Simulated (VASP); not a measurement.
The system is TiTe2.

```xyz
3
Lattice="3.7770 0.0000 0.0000 -1.8885 3.2710 0.0000 0.0000 0.0000 6.4980" Properties=species:S:1:pos:R:3 pbc="T T T"
Ti    0.0000    0.0000    0.0000
Te    1.8885    1.0903    1.7077
Te    0.0000    2.1807    4.7903
```

```yaml
Program: VASP 6.6.1
Task: relaxation of cell and atoms
Functional: PBEsol
Potentials_or_basis: VASP PAW PBE potentials, release 64 (Ti_sv, Te)
Cutoff: 520 eV
k_mesh: 9 × 9 × 6
Occupations: gaussian, width 0.02 eV
Spin: no spin polarisation
```

At the start: pressure -2.3 GPa; volume 26.76 Å³/atom.

Problem. How do energy, volume and symmetry change on relaxing?

Solution. Over 16 steps the energy falls by 9.7 meV/atom and the volume is 25.36 Å³/atom (-5.2 %); space group P-3m1 (No. 164, to 0.05 Å).

The path:
```csv
step,energy change (eV),largest force (eV/Å),pressure (GPa),volume (Å³)
1,0.0000,0.0977,-2.26,80.28
2,-0.0121,0.4156,1.62,75.96
3,-0.0204,0.2084,0.01,77.60
4,-0.0254,0.1375,0.00,77.22
5,-0.0276,0.0728,-0.02,76.85
6,-0.0252,0.0676,-0.01,76.10
7,-0.0279,0.0414,-0.03,76.67
8,-0.0279,0.0360,-0.03,76.64
9,-0.0283,0.0289,-0.04,76.55
10,-0.0290,0.0065,-0.04,76.28
11,-0.0287,0.0411,-0.01,75.74
12,-0.0292,0.0088,-0.03,76.09
13,-0.0292,0.0109,-0.03,76.07
14,-0.0292,0.0187,0.14,75.94
15,-0.0292,0.0014,0.03,76.03
16,-0.0292,0.0011,0.00,76.08
```

Final structure:
```cif
data_structure
_symmetry_space_group_name_H-M 'P 1'
_symmetry_Int_Tables_number 1
_cell_length_a 3.6980
_cell_length_b 3.6980
_cell_length_c 6.4238
_cell_angle_alpha 90.000
_cell_angle_beta 90.000
_cell_angle_gamma 120.000
_cell_volume 76.08
loop_
_atom_site_label
_atom_site_type_symbol
_atom_site_fract_x
_atom_site_fract_y
_atom_site_fract_z
_atom_site_occupancy
Ti1 Ti 0.00000 0.00000 0.00000 1
Te1 Te 0.66667 0.33333 0.26819 1
Te2 Te 0.33333 0.66667 0.73181 1
```

Caveat: the PAW data sets were made with another functional, which shifts forces and pressure a little; this functional lacks dispersion, which binds the layers, so the pressure and a relaxed spacing across them are unreliable.
